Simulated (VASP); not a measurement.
Data:

```
CaS
1.0
    0.00000     2.90190     2.90190
    2.90190     0.00000     2.90190
    2.90190     2.90190     0.00000
Ca S
1 1
Direct
  0.00000   0.00000   0.00000
  0.50000   0.50000   0.50000
```
Cell charge +0.1.

Calculation: PBE GGA, VASP's PBE PAW potentials (set 64) (plane waves; VASP). Run with NELECT = 15.9, 400 eV cut-off, 7×7×7 Γ-centred mesh, Gaussian smearing of 0.050 eV, potentials Ca_sv S.

The cell is charged, with a uniform compensating background.

Q: Predict the energy per atom (σ→0), pressure, band gap (on the k-mesh) with the smallest direct gap where there is one.

A: 
```yaml
band gap (on the k-mesh): none (metal, semimetal or under 0.01 eV)
energy per atom (σ→0): -5.281 eV/atom
pressure: -4.40 GPa
```

Only differences to runs with the same potentials and settings are physical.

The compound is CaS in the rock salt structure. The cell was not relaxed at this level. The run is one of a series of settings (NELECT = 15.9 against the base run), some of them coarse on purpose.
